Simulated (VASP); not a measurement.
```yaml
crystal:
  lattice:
    - [1.54077, -2.66869, 0.00000]
    - [1.54077, 2.66869, 0.00000]
    - [0.00000, 0.00000, 5.05896]
  atoms:
    - { symbol: Si, position: [0.66667, 0.33333, 0.49957] }
    - { symbol: Si, position: [0.33333, 0.66667, 0.99957] }
    - { symbol: C, position: [0.66667, 0.33333, 0.87543] }
    - { symbol: C, position: [0.33333, 0.66667, 0.37543] }
```

Level of theory: PBE GGA with D3 dispersion (zero damping), VASP's PBE PAW potentials (set 64) (plane waves; VASP). Numerical set-up: 520 eV cut-off, 9×9×5 Γ-centred mesh, tetrahedra with Blöchl corrections, potentials Si C.

The cores are frozen, which limits the accuracy of field gradients.

Question: Give the principal components of the electric field gradient (V/Å²) and the asymmetry η at each nucleus.

Answer: 
| atom | Vxx | Vyy | Vzz | η |
|---|---|---|---|---|
| Si1 | -1.7 | -1.7 | 3.5 | 0.00 |
| Si2 | -1.7 | -1.7 | 3.5 | 0.00 |
| C3 | -1.1 | -1.1 | 2.1 | 0.00 |
| C4 | -1.1 | -1.1 | 2.1 | 0.00 |

The compound is SiC in the wurtzite structure, the rare 2H polytype. It was relaxed first.
